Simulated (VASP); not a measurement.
Calculation: PBEsol GGA, VASP's PBE PAW potentials (set 64) (plane waves; VASP).

The input files of a VASP run:

File KPOINTS:
```
Automatic mesh
0
Gamma
5 8 4
0 0 0
```

**INCAR**
```
SYSTEM  =  AgTe4Au
PREC  =  Accurate; ENCUT  =  400; LREAL  =  .False.
LASPH  =  .True.
EDIFF  =  1E-7; NELM  =  100; ALGO  =  Normal
LMAXMIX  =  6
ISMEAR  =  -5
GGA  =  PS
ISIF  =  2
LWAVE  =  .False.; LCHARG  =  .True.; LORBIT  =  11
NEDOS  =  601
LEFG  =  .True.
```

POSCAR:
```
AgTe4Au
8.8410670
  0.0000000000   0.9999962709  -0.0027326755
  0.4927980613   0.0000000000   0.0000000000
  0.0000000000  -0.6468071907  -0.9445641789
Ag Te Au
2 8 2
Cart
  0.2411816409   0.0148927424  -0.7097894719
  0.2516164204   0.3382963377  -0.2375073825
  0.4828530006   0.1108059618  -0.2813062320
  0.4828530006   0.5657867137  -0.1937085329
  0.0099450607   0.2423831183  -0.6659906224
  0.0099450607  -0.2125976336  -0.7535883215
  0.2833681491   0.7791924923  -0.0486180320
  0.2833681491  -0.1025998168  -0.4263967329
  0.2094299121  -0.4260034121  -0.8986788224
  0.2094299121   0.4557888969  -0.5209001215
  0.0000000000   0.0000000000   0.0000000000
  0.0000000000  -0.3234035954  -0.4722820895
```

POTCAR, in this order: Ag Te Au (PBE.64 set). Program: vasp_std.

Output

File OUTCAR:
```
 ion  position               nearest neighbor table
   1  0.500  0.489  0.750-   7 2.74   8 2.74   5 2.89   6 2.89   5 3.09   6 3.09
   2  0.500  0.511  0.250-   9 2.74  10 2.74   3 2.89   4 2.89   3 3.09   4 3.09
   3  0.303  0.980  0.297-  11 2.67   8 2.88   2 2.89   2 3.09   8 3.45   5 3.60   9 3.62
   4  0.697  0.980  0.203-  12 2.67   7 2.88   2 2.89   2 3.09   7 3.45   6 3.60  10 3.62
   5  0.697  0.020  0.703-  11 2.67  10 2.88   1 2.89   1 3.09  10 3.45   3 3.60   7 3.62
   6  0.303  0.020  0.797-  12 2.67   9 2.88   1 2.89   1 3.09   9 3.45   4 3.60   8 3.62
   7  0.811  0.575  0.049-  11 2.72   1 2.74   4 2.88  11 3.20   4 3.45   8 3.52   5 3.62
   8  0.189  0.575  0.451-  12 2.72   1 2.74   3 2.88  12 3.20   3 3.45   7 3.52   6 3.62
   9  0.189  0.425  0.951-  11 2.72   2 2.74   6 2.88  11 3.20   6 3.45  10 3.52   3 3.62
  10  0.811  0.425  0.549-  12 2.72   2 2.74   5 2.88  12 3.20   5 3.45   9 3.52   4 3.62
  11  0.000  0.000  0.000-   3 2.67   5 2.67   7 2.72   9 2.72   7 3.20   9 3.20
  12  0.000  0.000  0.500-   4 2.67   6 2.67   8 2.72  10 2.72   8 3.20  10 3.20
  LATTYP: Found a simple monoclinic cell.
 ALAT       =     8.8410670410
 B/A-ratio  =     0.4927980590
 C/A-ratio  =     1.0109964625
 COS(beta)  =    -0.3519066859
 Subroutine PRICEL returns:
 Original cell was already a primitive cell.
 Subroutine GETGRP returns: Found  4 space group operations
The static configuration has the point symmetry S_2 .
 The point group associated with its full space group is C_2h.
The dynamic configuration has the point symmetry S_2 .
 Subroutine INISYM returns: Found  4 space group operations
...
```

**OSZICAR**
```
       N       E                     dE             d eps       ncg     rms          rms(c)
DAV:   1     0.448812987760E+03    0.44881E+03   -0.33316E+04  6058   0.117E+03
DAV:   2    -0.150730431509E+02   -0.46389E+03   -0.44972E+03  7069   0.233E+02
DAV:   3    -0.451629098086E+02   -0.30090E+02   -0.29355E+02  7097   0.566E+01
DAV:   4    -0.458888610615E+02   -0.72595E+00   -0.72291E+00  7147   0.941E+00
DAV:   5    -0.459033712128E+02   -0.14510E-01   -0.14503E-01  7088   0.141E+00    0.248E+01
DAV:   6    -0.436690145213E+02    0.22344E+01   -0.14424E+01  6470   0.258E+01    0.201E+01
DAV:   7    -0.435455056818E+02    0.12351E+00   -0.18085E+00  6379   0.798E+00    0.799E+00
DAV:   8    -0.435173710620E+02    0.28135E-01   -0.26238E-01  6680   0.238E+00    0.241E+00
DAV:   9    -0.435021770971E+02    0.15194E-01   -0.83337E-02  6652   0.205E+00    0.428E-01
DAV:  10    -0.435025896317E+02   -0.41253E-03   -0.72038E-03  6770   0.405E-01    0.195E-01
DAV:  11    -0.435025295789E+02    0.60053E-04   -0.46606E-04  6994   0.115E-01    0.822E-02
DAV:  12    -0.435025471238E+02   -0.17545E-04   -0.45281E-05  6747   0.538E-02    0.202E-02
DAV:  13    -0.435025406303E+02    0.64935E-05   -0.66169E-06  6667   0.166E-02    0.106E-02
DAV:  14    -0.435025431136E+02   -0.24832E-05   -0.83453E-07  6980   0.596E-03    0.494E-03
DAV:  15    -0.435025427771E+02    0.33645E-06   -0.13578E-07  3935   0.187E-03    0.240E-03
DAV:  16    -0.435025425619E+02    0.21521E-06   -0.21795E-08  3669   0.732E-04    0.960E-04
DAV:  17    -0.435025423566E+02    0.20532E-06   -0.90700E-09  3662   0.532E-04    0.281E-04
DAV:  18    -0.435025422362E+02    0.12038E-06   -0.48814E-09  3529   0.318E-04    0.221E-04
DAV:  19    -0.435025422911E+02   -0.54907E-07   -0.88597E-10  3557   0.175E-04
   1 F= -.43502542E+02 E0= -.43502542E+02  d E =0.000000E+00
```

### OUTCAR
```
------------------------ aborting loop because EDIFF is reached ----------------------------------------
  FORCE on cell =-STRESS in cart. coord.  units (eV):
  Direction    XX          YY          ZZ          XY          YZ          ZX
  --------------------------------------------------------------------------------------
  Total       -0.1943836     -0.1918126     -0.2257348      0.0000000      0.0093764      0.0000000
  in kB       -0.9663743     -0.9535925     -1.1222362      0.0000000      0.0466147      0.0000000
  external PRESSURE =      -1.0140677 kB  Pullay stress =       0.0000000 kB
  volume of cell :      322.27
      direct lattice vectors                 reciprocal lattice vectors
     0.000000000  8.841034030 -0.024159767     0.000000000  0.112897681 -0.077308703
     4.356860677  0.000000000  0.000000000     0.229523061  0.000000000  0.000000000
     0.000000000 -5.718465710 -8.350955192     0.000000000 -0.000326619 -0.119523122
 POSITION                                       TOTAL-FORCE (eV/Angst)
 -----------------------------------------------------------------------------------
      2.13230      0.13167     -6.27530        -0.011797     -0.000000      0.000000
      2.22456      2.99090     -2.09982         0.011797     -0.000000      0.000000
      4.26894      0.97964     -2.48705        -0.014858      0.013965     -0.008178
      4.26894      5.00216     -1.71259        -0.014858     -0.013965      0.008178
      0.08792      2.14293     -5.88807         0.014858     -0.013965      0.008178
      0.08792     -1.87959     -6.66252         0.014858      0.013965     -0.008178
      2.50528      6.88889     -0.42984         0.003971      0.015777     -0.004838
      2.50528     -0.90709     -3.76980         0.003971     -0.015777      0.004838
      1.85158     -3.76632     -7.94528        -0.003971     -0.015777      0.004838
      1.85158      4.02966     -4.60531        -0.003971      0.015777     -0.004838
      0.00000      0.00000      0.00000        -0.000000     -0.000000      0.000000
      0.00000     -2.85923     -4.17548        -0.000000     -0.000000      0.000000
 -----------------------------------------------------------------------------------
    total drift:                                0.000000      0.000000      0.000000
  FREE ENERGIE OF THE ION-ELECTRON SYSTEM (eV)
  ---------------------------------------------------
  free  energy   TOTEN  =       -43.5025422911 eV

  energy  without entropy=      -43.5025422911  energy(sigma->0) =      -43.50254229

 total charge

# of ion       s       p       d       tot
------------------------------------------
    1        0.398   0.317   9.155   9.870
    2        0.398   0.317   9.155   9.870
    3        1.410   1.849   0.050   3.310
    4        1.410   1.849   0.050   3.310
    5        1.410   1.849   0.050   3.310
    6        1.410   1.849   0.050   3.310
    7        1.415   1.838   0.053   3.306
    8        1.415   1.838   0.053   3.306
    9        1.415   1.838   0.053   3.306
   10        1.415   1.838   0.053   3.306
   11        0.629   0.414   8.665   9.708
   12        0.629   0.414   8.665   9.708
--------------------------------------------------
tot         13.356  16.213  36.055  65.624

 Electric field gradients after diagonalization (V/A^2)
 (convention: |V_zz| > |V_xx| > |V_yy|)
----------------------------------------------------------------------
 ion       V_xx      V_yy      V_zz     asymmetry (V_yy - V_xx)/ V_zz
----------------------------------------------------------------------
   1      41.831    25.701   -67.532       0.239
   2      41.831    25.701   -67.532       0.239
   3     386.703     2.169  -388.872       0.989
   4     386.703     2.169  -388.872       0.989
   5     386.703     2.169  -388.872       0.989
   6     386.703     2.169  -388.872       0.989
   7     262.341    56.677  -319.018       0.645
   8     262.341    56.677  -319.018       0.645
   9     262.341    56.677  -319.018       0.645
  10     262.341    56.677  -319.018       0.645
  11    -195.121  -118.681   313.803       0.244
  12    -195.121  -118.681   313.803       0.244
```
(Selected blocks of OUTCAR.)

**OUTCAR**
```
 val. band max:        6.9902437708   @ k =  -0.0000   0.3750   0.5000

 cond. band min:       6.9238961579   @ k =  -0.2000   0.3750   0.2500


 Fermi energy:         7.0071133314

 k-point     1 :       0.0000    0.0000    0.0000
  band No.  band energies     occupation
      1      -6.3930      2.00000
      2      -5.2980      2.00000
      3      -5.2764      2.00000
      4      -5.2539      2.00000
      5      -4.4288      2.00000
      6      -4.0760      2.00000
      7      -3.5193      2.00000
      8      -2.8644      2.00000
      9       0.4612      2.00000
     10       0.7808      2.00000
     11       0.7966      2.00000
     12       1.2173      2.00000
     13       1.4381      2.00000
     14       1.5012      2.00000
     15       1.7473      2.00000
     16       1.7935      2.00000
     17       2.0192      2.00000
     18       2.0718      2.00000
     19       2.1704      2.00000
     20       2.1818      2.00000
     21       2.2780      2.00000
     22       2.3410      2.00000
     23       2.4789      2.00000
     24       2.5109      2.00000
     25       2.5185      2.00000
     26       2.5276      2.00000
     27       2.5750      2.00000
     28       2.5891      2.00000
     29       3.0826      2.00000
     30       3.1191      2.00000
     31       3.2068      2.00000
     32       3.3429      2.00000
     33       3.5582      2.00000
     34       3.6374      2.00000
     35       4.6977      2.00000
     36       4.7861      2.00000
     37       4.9613      2.00000
     38       5.2292      2.00000
     39       5.2406      2.00000
     40       5.4732      2.00000
     41       5.4771      2.00000
     42       5.8943      2.00000
     43       6.1091      2.00000
     44       6.2141      2.00000
     45       6.4096      2.00000
     46       6.4696      2.00000
     47       7.1437      0.00000
     48       7.3305      0.00000
     49       7.5121      0.00000
     50       7.9493      0.00000
     51       8.5278      0.00000
...
```

For a metal the tetrahedron method with Blöchl corrections gives inexact stress and forces. Unless said otherwise, spin-orbit coupling is left out, though it shifts the bands of the heavy elements here.

The compound is AgTe4Au in the sg13 structure. It was relaxed first.
